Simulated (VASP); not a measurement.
TiPd:

```
Ti Pd
1.0
     3.17577    0.00000    0.00000
     0.00000    3.17577    0.00000
     0.00000    0.00000    3.17577
Ti Pd
1 1
Direct
  0.50000 0.50000 0.50000
  0.00000 0.00000 0.00000
```

* Program: VASP 6.6.1
* Task: relaxation of cell and atoms
* Functional: PBEsol
* Potentials or basis: VASP PAW PBE potentials, release 64 (Ti_sv, Pd)
* Cutoff: 600 eV
* k mesh: 14 × 14 × 14
* Occupations: gaussian, width 0.1 eV
* Spin: no spin polarisation

At the start: pressure -6.6 GPa; volume 16.01 Å³/atom.

Problem. How do energy, volume and symmetry change on relaxing?

Solution. Over 4 steps the energy falls by 14.1 meV/atom and the volume is 15.35 Å³/atom (-4.2 %); space group Pm-3m (No. 221, to 0.05 Å).

Step by step:
| step | energy change (eV) | largest force (eV/Å) | pressure (GPa) | volume (Å³) |
| --- | --- | --- | --- | --- |
| 1 | 0.0000 | 0.0000 | -6.60 | 32.03 |
| 2 | 0.0227 | 0.0000 | 10.53 | 29.07 |
| 3 | -0.0282 | 0.0000 | -0.11 | 30.72 |
| 4 | -0.0282 | 0.0000 | 0.04 | 30.69 |

Final structure:
```
CELL_PARAMETERS angstrom
3.13094 0.00000 0.00000
0.00000 3.13094 0.00000
0.00000 0.00000 3.13094
ATOMIC_POSITIONS crystal
Ti 0.50000 0.50000 0.50000
Pd 0.00000 0.00000 0.00000
```

Caveat: the PAW data sets were made with another functional, which shifts forces and pressure a little.
